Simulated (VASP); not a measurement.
# NaCl: band gap against strain

NaCl (rock salt, Fm-3m, 21.858 Å³/atom and stress up to 0.11 GPa in the relaxed cell, cube axes along x, y and z) under an equal strain ε along all three axes. PBEsol in VASP (plane waves, PAW), 480 eV, 10×10×10 Γ-centred mesh, Gaussian smearing 0.05 eV; ions are relaxed, or left where forces stay under 0.02 eV/Å, within the symmetry of each cell. Gaps are the smallest on the run's k-mesh, which can miss an edge that lies off it, without spin-orbit coupling; in all rows the valence edge lies at Γ and the conduction edge at Γ.

Here s stands for strain and Eg for gap.

```csv
strain (%),gap (eV)
-1.50,5.204
-1.00,5.143
-0.50,5.084
0.00,5.026
0.50,4.971
1.00,4.916
1.50,4.863
3.00,?
```

### Question
Fit Eg against s with a straight line, and predict the withheld value at s = 3.00.

### Answer
Means: s 0, Eg 5.0296. About the means, the sum of products is -0.79500 and the sum of squares of s is 7.0000; the slope is their ratio. Least squares gives Eg = 5.0296 - 0.11357·s. Residuals (row less fit): 0.0040, -0.0002, -0.0024, -0.0036, -0.0018, 0.0000, 0.0038; standard error 0.0032 (degrees of freedom: 5). Over these rows the gap moves by -11.4 ± 0.1 eV per unit strain, or -3.8 eV per unit of ln V. At the withheld row, Eg = 5.0296 - 0.11357 × 3.0 = 4.6889 eV. The calculation gives 4.713 eV, 0.0241 eV above the prediction (4.9 % of the range of Eg in the table). The row lies outside the fitted rows, so this is an extrapolation. From the scatter of the fitted rows alone, a prediction at this place has a standard error of 0.0050 eV, so the miss is 4.8 times that.

A polynomial of degree 2 through the 12 other runs of the series gives 4.715 there, so most of the miss is curvature that the fit leaves out. Other structures, which can take over under pressure, weren't tried. Rows are the converged runs of the series near zero and its far end, less any whose ions stayed unrelaxed beside relaxed ones; series whose fitted rows scatter by over a few per cent of the range, as at a crossing or softening among them, aren't shown in this form. Most that stay on the fit to the last digits aren't either.
